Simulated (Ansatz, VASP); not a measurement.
**Cross-check of Ge4H (armchair Ge ribbon N=8 H edges) between VASP and Ansatz**

Wanted: the spread between two codes on one cell, functional and k mesh. Of the first pair: The structure shown is the start of the Ansatz relaxation below; VASP solves that cell, so the two are compared at the walk's first step.

Main program and level: Ansatz 0.2.0; plane waves, with VASP 6.6.1 beside it; single point at PBE.

### 1. Set-up

The cell holds 20 atoms: 16 Ge and 4 H. Its edges and angles: a = 23.922 Å, b = 7.670 Å, c = 7.080 Å, α = 90.0°, β = 90.0°, γ = 90.0°. Vacuum lies along a and b. The structure's axis is c.

### 2. Ansatz: relaxation, PBE

Ansatz runs on its default PAW (the set named soft_2) files.

The two programs are compared at the cell with which this relaxation starts, whose forces are those of its first step.

The input, input.yaml:

```yaml
crystal:
  lattice:
    - [23.922, 0.0, 0.0]
    - [0.0, 7.67, 0.0]
    - [0.0, 0.0, 7.08]
  atoms:
    - { symbol: Ge, position: [0.20097393, 0.543676662, 0.0] }
    - { symbol: Ge, position: [0.371847599, 0.543676662, 0.0] }
    - { symbol: Ge, position: [0.542721268, 0.543676662, 0.0] }
    - { symbol: Ge, position: [0.713594937, 0.543676662, 0.0] }
    - { symbol: Ge, position: [0.20097393, 0.456323338, 0.333333333] }
    - { symbol: Ge, position: [0.371847599, 0.456323338, 0.333333333] }
    - { symbol: Ge, position: [0.542721268, 0.456323338, 0.333333333] }
    - { symbol: Ge, position: [0.713594937, 0.456323338, 0.333333333] }
    - { symbol: H, position: [0.853696864, 0.543676662, 0.393361582] }
    - { symbol: H, position: [0.146308837, 0.456323338, 0.439971751] }
    - { symbol: Ge, position: [0.286410765, 0.543676662, 0.5] }
    - { symbol: Ge, position: [0.457284434, 0.543676662, 0.5] }
    - { symbol: Ge, position: [0.628158102, 0.543676662, 0.5] }
    - { symbol: Ge, position: [0.799031771, 0.543676662, 0.5] }
    - { symbol: Ge, position: [0.286410765, 0.456323338, 0.833333333] }
    - { symbol: Ge, position: [0.457284434, 0.456323338, 0.833333333] }
    - { symbol: Ge, position: [0.628158102, 0.456323338, 0.833333333] }
    - { symbol: Ge, position: [0.799031771, 0.456323338, 0.833333333] }
    - { symbol: H, position: [0.146308837, 0.543676662, 0.893361582] }
    - { symbol: H, position: [0.853696864, 0.456323338, 0.939971751] }
kpoints:
  mp_grid: { grid: [1, 1, 12] }
scf:
  occupations: { method: fermi_dirac, width: 0.05 }
hamiltonian:
  xc: pbe
relax:
  cell: { fix: [a, b, alpha, beta, gamma] }
  max_steps: 45
  f_tol: 0.03
```

On the command line:

```sh
$ ansatz run input.yaml --threads 4 --pin off --max-ram 16384MiB --backend cpu --events-out ev --progress --plain --runs-dir out
```

Numbers of over 12 decimals in the logs are rounded to 6 here.

Log:

```text
Engine: ansatz 0.2.0, aarch64-unknown-linux-gnu
Pseudopotentials: kind: paw
Pseudopotential: Ge, paw, valence charge 14, recommended cutoff 420 eV (normal), Ge.paw.azcp
Pseudopotential: H, paw, valence charge 1, recommended cutoff 420 eV (normal), H.paw.azcp
Functional definition: PBE
  parameter kappa = 0.804
  parameter beta = 0.066725
  exchange = pbe_x(kappa = kappa, mu = beta*pi^2/3)
  correlation = pbe_c(beta = beta)
Crystal: 20 atoms, lattice volume = 1299.051 Å³
Basis set: ecut = 420 eV, 25389 PW (Γ), exchange–correlation on 320×108×96 points (8 copies of the dense FFT grid, shifted against one another)
Bands: 137, of which v1, the nominal top of the filled ones, is band 114 counted from 1 (113 counted from 0)
Symmetry: 4 space group operations
Space group: P2/c (ITA 13), of the structure as read, at distance tolerance 1.1e-4 Å
k-points: 7 of 12
Non-local potential: Ge, projectors of the file, l = 0: 2, l = 1: 2, l = 2: 3, l = 3: 1
Non-local potential: H, projectors of the file, l = 0: 2, l = 1: 1
PAW form: soft (Blöchl's): semilocal exchange-correlation on the pseudo side does not see the compensation charge
PAW one-centre angular grid: Ge, 590 points (default); XC on 64 Gauss nodes
PAW one-centre angular grid: H, 110 points (default); XC on 64 Gauss nodes
Initial density: superposition of atomic densities (neutral atoms: chi_scale 0, normalization atom), corrected by the library's trained network
Initial wavefunctions: pseudopotential atomic-orbital guess
Functional: x = pbe(κ = 0.804, μ = 0.219515), c = pbe(β = 0.066725)
SCF iter   1: F=—  HF=-68773.106749 eV  |F-HF|=—  |Δ(HF+E_count)|=         —  Δρ=1.60e-3  dr2=1.02e-1  ethr=1.77e-3  ⟨swp⟩=6.3  Hψ=3572  notcnv=0  defer=14
preconditioner: auto → LDOS  [metal: Δε(μ)=0.008 eV  Ē_g=7.490 eV  σ=0.050 eV  W_gap=0.04  n_scr=202 (ndim 8)  ℏωp=8.5 eV  f_vac=0.592  D(μ)=1.76/eV (n_scr^D=2)  β→1.0]
SCF iter   2: F=—  HF=-68773.134148 eV  |F-HF|=—  |Δ(HF+E_count)|=   2.74e-2  Δρ=1.12e-3  dr2=5.34e-2  ethr=4.46e-5  ⟨swp⟩=3.0  Hψ=1949  notcnv=0  defer=76
SCF iter   3: F=—  HF=-68773.120491 eV  |F-HF|=—  |Δ(HF+E_count)|=   1.37e-2  Δρ=4.20e-4  dr2=9.37e-3  ethr=2.34e-5  ⟨swp⟩=2.3  Hψ=1768  notcnv=0  defer=76
SCF iter   4: F=—  HF=-68773.118467 eV  |F-HF|=—  |Δ(HF+E_count)|=   2.02e-3  Δρ=9.25e-5  dr2=3.97e-4  ethr=4.11e-6  ⟨swp⟩=2.0  Hψ=1074  notcnv=0  defer=76
SCF iter   5: F=—  HF=-68773.118458 eV  |F-HF|=—  |Δ(HF+E_count)|=   9.55e-6  Δρ=3.05e-5  dr2=4.33e-5  ethr=1.74e-7  ⟨swp⟩=3.0  Hψ=1783  notcnv=0  defer=76
SCF iter   6: F=—  HF=-68773.118437 eV  |F-HF|=—  |Δ(HF+E_count)|=   2.03e-5  Δρ=1.09e-5  dr2=2.86e-6  ethr=1.90e-8  ⟨swp⟩=2.0  Hψ=1123  notcnv=0  defer=76
SCF iter   7: F=—  HF=-68773.118439 eV  |F-HF|=—  |Δ(HF+E_count)|=   1.76e-6  Δρ=3.93e-6  dr2=3.28e-7  ethr=1.25e-9  ⟨swp⟩=2.0  Hψ=1625  notcnv=0  defer=76
SCF iter   8: F=-68773.118439 eV  HF=-68773.118439 eV  |F-HF|=4.09e-8  |Δ(HF+E_count)|=   2.14e-7  Δρ=1.41e-6  dr2=3.15e-8  ethr=4.39e-11  ⟨swp⟩=4.0  Hψ=2818  notcnv=0
SCF 1 converged in 8 iterations: F = -68773.118439 eV  dr2 = 3.15e-8
  greatest PAW one-centre occupation: 0.998 electrons in one spin orbital (limit 2), on the Ge atom at site 17 (counted from 0), in its partial waves of l = 2
relax step   1: F+E_penalty+E_count = -68773.11843937 eV  Δ(F+E_penalty+E_count) = +0.000e0 eV  max|allowed force component| = 1.211e0 eV/Å  Δτ_max = 0.0000 Å  P = -0.402 GPa  Ω = 1299.051 Å³  fix = [a, b, alpha, beta, gamma]  reactions: a -0.596, b +0.304 GPa; alpha -0.104 GPa/rad  (8 SCF iters, dr2 threshold 1.00e-7 eV, accepted)
[...]
relax step   4: F+E_penalty+E_count = -68773.63283794 eV  Δ(F+E_penalty+E_count) = -1.580e-2 eV  max|allowed force component| = 4.303e-2 eV/Å  Δτ_max = 0.0983 Å  P = +0.087 GPa  Ω = 1286.170 Å³  energy of the carried Pulay correction = +1.108e-3 eV  fix = [a, b, alpha, beta, gamma]  reactions: a -0.009, b +0.291 GPa; alpha -0.003 GPa/rad  (7 SCF iters, dr2 threshold 9.05e-7 eV, accepted)
[...]
relax step   5: F+E_penalty+E_count = -68773.63437051 eV  Δ(F+E_penalty+E_count) = -1.533e-3 eV  max|allowed force component| = 1.189e-2 eV/Å  Δτ_max = 0.0278 Å  P = +0.096 GPa  Ω = 1285.876 Å³  energy of the carried Pulay correction = +1.134e-3 eV  fix = [a, b, alpha, beta, gamma]  reactions: a +0.021, b +0.301 GPa; alpha -0.003 GPa/rad  (6 SCF iters, dr2 threshold 1.16e-7 eV, accepted)
[...]
relax step   6: F+E_penalty+E_count = -68773.63330950 eV  Δ(F+E_penalty+E_count) = +1.061e-3 eV  max|allowed force component| = 1.197e-2 eV/Å  Δτ_max = 0.0000 Å  P = +0.095 GPa  Ω = 1285.876 Å³  fix = [a, b, alpha, beta, gamma]  reactions: a +0.020, b +0.301 GPa; alpha -0.003 GPa/rad  stress off target by 3.52e-2 GPa on what of the cell is left free  SCF on the basis re-selected at this cell (its energy is not comparable with the rows above)  (6 SCF iters)
basis re-selected at this cell: Δ(F+E_penalty+E_count) = +1.061e-3 eV, ΔP = -0.001 GPa vs the last step (what re-selecting the basis moved, of the pressure what is left beyond the Pulay correction that the steps carried, after the strain that the cell walked since its last selection, with what the two solves' SCF thresholds leave and, on support functions, any second-order correction that the steps lacked; it is no m [...]
SCF converged after 6 iterations
Free energy (F): -68773.633309 eV
Harris-Foulkes:  -68773.633309 eV  (|F-HF|=5.82e-11)
Internal energy: -68773.620814 eV  (E = F + TS)
E sigma→0 (E₀):  -68773.627062 eV
Entropy (-TS):   -0.012496 eV (-0.625 meV/atom)
Fermi energy:    -0.791955 eV
--- Per-component energies (eV) ---
  E_band       = -4411.425342
  E_kinetic    = 1813.608908
  E_local      = -100274.621929  (includes V_loc(G=0)·N_el)
  E_nonlocal   = 6684.424597
  E_hartree    = 46698.924151
  E_xc         = -1230.061756
  E_vxc        = -1058.123689  (∫ρ·V_xc dr)
  E_paw        = -32300.579592  (= ΣΔE_a)
  E_vpaw       = -4974.561863  (= ΣTr[D̂ρ^β])
  E_aug_tail   = 0.000180  (compensation charges beyond the density's cutoff)
  E_ewald      = 9834.684626
  E_smearing   = -0.012496  (= −TS)
  E_closure    = -0.000000  (closes the sum)
  Σ components = -68773.633309   (vs F -68773.633309, Δ=0.00e0)
--- Forces (eV/Å), atoms counted from 1 ---
  atom   1  Ge     0.00855154    -0.01052046     0.00643114
  atom   2  Ge    -0.00374852     0.00950495     0.00178984
  atom   3  Ge    -0.00039661     0.01061700     0.00306688
  atom   4  Ge    -0.00185886     0.00816365    -0.01144685
  atom   5  Ge     0.00855154     0.01052046    -0.00643114
  atom   6  Ge    -0.00374852    -0.00950495    -0.00178984
  atom   7  Ge    -0.00039661    -0.01061700    -0.00306688
  atom   8  Ge    -0.00185886    -0.00816365     0.01144685
  atom   9  H      0.01197050    -0.00483310     0.00852314
  atom  10  H     -0.01197050     0.00483310    -0.00852314
  atom  11  Ge     0.00185886     0.00816365    -0.01144685
  atom  12  Ge     0.00039661     0.01061700     0.00306688
  atom  13  Ge     0.00374852     0.00950495     0.00178984
  atom  14  Ge    -0.00855154    -0.01052046     0.00643114
  atom  15  Ge     0.00185886    -0.00816365     0.01144685
  atom  16  Ge     0.00039661    -0.01061700    -0.00306688
  atom  17  Ge     0.00374852    -0.00950495    -0.00178984
  atom  18  Ge    -0.00855154     0.01052046    -0.00643114
  atom  19  H     -0.01197050    -0.00483310     0.00852314
  atom  20  H      0.01197050     0.00483310    -0.00852314
  max |Σ_I F_I| component: 2.60e-18 eV/Å
--- Stress (GPa, compression-positive) ---
        0.020303      -0.000000      -0.000000
       -0.000000       0.300939       0.003229
       -0.000000       0.003229      -0.035187
  P = ⅓ Tr σ = 0.0954 GPa (0.954 kbar)
--- Relaxed structure (5 steps of the walk, 5 accepted, 1 SCFs on fresh bases) ---
  F+E_penalty+E_count = -68773.63330950 eV   max|allowed force component| = 1.197e-2 eV/Å   (the final SCF, on the basis selected at the relaxed cell)
  cell:  # Å, volume = 1285.8760 Å³
    - [23.922, 0.0, 0.0]
    - [0.0, 7.67, 0]
    - [0.0, 0, 7.008196]
  atoms:
    - { symbol: Ge, position: [0.207435, 0.547148, 0.0059297] }
    - { symbol: Ge, position: [0.373356, 0.542196, -0.000533755] }
    - { symbol: Ge, position: [0.541996, 0.544671, 0.000358418] }
    - { symbol: Ge, position: [0.710847, 0.544947, 1.3458210484824786e-5] }
    - { symbol: Ge, position: [0.207435, 0.452852, 0.327404] }
    - { symbol: Ge, position: [0.373356, 0.457804, 0.333867] }
    - { symbol: Ge, position: [0.541996, 0.455329, 0.332975] }
    - { symbol: Ge, position: [0.710847, 0.455053, 0.333320] }
    - { symbol: H, position: [0.847322, 0.497715, 0.396907] }
    - { symbol: H, position: [0.152678, 0.502285, 0.436426] }
    - { symbol: Ge, position: [0.289153, 0.544947, 0.500013] }
    - { symbol: Ge, position: [0.458004, 0.544671, 0.500358] }
    - { symbol: Ge, position: [0.626644, 0.542196, 0.499466] }
    - { symbol: Ge, position: [0.792565, 0.547148, 0.505930] }
    - { symbol: Ge, position: [0.289153, 0.455053, 0.833320] }
    - { symbol: Ge, position: [0.458004, 0.455329, 0.832975] }
    - { symbol: Ge, position: [0.626644, 0.457804, 0.833867] }
    - { symbol: Ge, position: [0.792565, 0.452852, 0.827404] }
    - { symbol: H, position: [0.152678, 0.497715, 0.896907] }
    - { symbol: H, position: [0.847322, 0.502285, 0.936426] }
```

The column dr2 measures how far the density is from self-consistency, as an energy; F and HF (Harris–Foulkes) agree once it is small.

(Part 1 of 3 ends here.)

[Lines on the potential files, build, host, timing and source positions are cut from VASP's logs without a mark.]

[Logs are printed without paths, hosts, clocks, repeated set-up lines and the standing remarks that a program may print on its own settings, such as how far it seeks lower states.]

[Hosts, paths, dates, database ids (printed as entryN), source tags and the programs' standing remarks are cut or masked in the printed files.]
